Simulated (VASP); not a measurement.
Energy against volume of SiC (wurtzite). Calculation: revPBE GGA, VASP's PBE PAW potentials (set 64) (plane waves; VASP). Run with 520 eV cut-off, 8×8×5 Γ-centred mesh, Gaussian smearing of 0.050 eV, potentials Si C.

Shape and ions are relaxed at each volume.

```
V (Å³/atom)  E (eV/atom)
-----------  -----------
10.286          -7.21585
10.604          -7.22240
10.922          -7.21654
11.241          -7.19998
```

### Question
Fit these four points and predict the energy of the run at 9.968 Å³/atom.

### Answer
A cubic in V^(−2/3), the third-order Birch-Murnaghan form, passes through the four points with V0 = 10.60 Å³/atom and B0 = 208 GPa, and gives -7.1948 eV/atom there. The run gave -7.1949 eV/atom, -0.1 meV/atom from the fit; all five points give B0 = 208 GPa.

The compound is SiC in the wurtzite structure, the rare 2H polytype. It was relaxed first.
